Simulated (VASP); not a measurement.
Consider the following.

```yaml
crystal:
  lattice:
    - [2.14729, -3.71921, 0.00000]
    - [2.14729, 3.71921, 0.00000]
    - [0.00000, 0.00000, 6.92154]
  atoms:
    - { symbol: Cd, position: [0.00000, 0.00000, 0.00000] }
    - { symbol: I, position: [0.33333, 0.66667, 0.25116] }
    - { symbol: I, position: [0.66667, 0.33333, 0.74884] }
```

The numbers are results of optB88-vdW, VASP's PBE PAW potentials (set 64) (plane waves; VASP), not measurements. Settings: 520 eV cut-off, Gaussian smearing of 0.050 eV, potentials Cd I.

Unless said otherwise, spin-orbit coupling is left out, though it shifts the bands of the heavy elements here.

Task: Give the energies of bands 8 to 16 at the high-symmetry points, in eV from the valence-band maximum.

Result: 
```
band      Γ      M      K      A      L      H
----  -----  -----  -----  -----  -----  -----
8     -3.60  -3.67  -3.65  -2.89  -3.77  -3.50
9     -0.26  -2.55  -2.00  -1.51  -2.98  -2.48
10    -0.26  -1.86  -2.00  -0.38  -1.19  -2.48
11    -0.15  -1.40  -1.78  -0.38  -1.10  -2.14
12    -0.15  -0.67  -1.04   0.00  -0.47  -0.23
13    -0.09  -0.11  -1.04   0.00  -0.43  -0.23
14     2.23   2.53   2.52   3.35   2.24   3.24
15     4.51   5.01   6.93   4.51   4.93   5.52
16     6.32   5.98   6.93   6.11   5.85   5.52
```

The gap is indirect, 2.23 eV, from the valence maximum at A to the conduction minimum at Γ.

The compound is CdI2 in the 1T layered structure. It was relaxed first.
